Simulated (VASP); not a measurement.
C (space group P6_3/mmc): the measured cell of entry 9011577 of the Crystallography Open Database is

Space group P6₃/mmc (No. 194); a = b = 2.464 Å, c = 6.711 Å, α = β = 90.00°, γ = 120.00°

```csv
atom,site,symmetry,x,y,z
C,2b,-6m2,0.0000,0.0000,0.2500
C,2c,-6m2,0.3333,0.6667,0.2500
```

Level of theory: PBEsol GGA, VASP's PBE PAW potentials (set 64) (plane waves; VASP). Run with 520 eV cut-off, 11×11×4 Γ-centred mesh, tetrahedra with Blöchl corrections, potentials C.

The calculation is for a static lattice at zero pressure; the measurement, whose temperature isn't given here, holds thermal and zero-point expansion. The entry's conditions were not checked, so it may have been measured under pressure.

Without a dispersion term in the relaxation, distances and binding between the weakly bound layers, chains or molecules are unreliable, and so is what depends on them.

**Question.** How far does the relaxed conventional cell lie from the measured one?

**Answer.** 
```tsv
	measured	computed	difference
a (Å)	2.464	2.460	-0.2 %
c (Å)	6.711	7.046	+5.0 %
V (Å³/atom)	8.82	9.23	+4.7 %
```

The structure comes from a measured C entry (P6_3/mmc) of the Crystallography Open Database, whose conditions weren't checked. It was relaxed first. Symmetry was kept, so distortions that lower it aren't found.
